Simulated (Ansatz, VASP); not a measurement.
Two plane-wave programs on SbRh3

```
CELL_PARAMETERS angstrom
3.87867 0.00000 0.00000
0.00000 3.87867 0.00000
0.00000 0.00000 3.87867
ATOMIC_POSITIONS crystal
Sb 0.00000 0.00000 0.00000
Rh 0.50000 0.50000 0.00000
Rh 0.50000 0.00000 0.50000
Rh 0.00000 0.50000 0.50000
```

The cell comes from a database or a generator and needn't be the stable form of this composition.

Alike in both runs: task single point; functional LDA; k mesh 12 × 12 × 12; occupations gaussian, width 0.15 eV; no spin polarisation.

|  | VASP | Ansatz |
| --- | --- | --- |
| version | VASP 6.6.1 | Ansatz 0.2.0 |
| potentials or method | VASP PAW LDA potentials, release 64 (Sb, Rh_pv) | scalar-relativistic, plane waves, PAW |
| plane-wave cutoff (eV) | 520 | 420 |
| valence electrons in the cell | 50 | 66 |

```csv
,VASP,Ansatz,Ansatz less VASP
gap on the k mesh at the Fermi level (eV),none,none,-
pressure (GPa),0.7,0.0,-0.63
```

A gap of «none» marks a metal or a gap that the smearing closes. The two sets of potentials don't hold the same shells in valence.

The runs have no spin-orbit coupling, so splittings on Sb are missing.
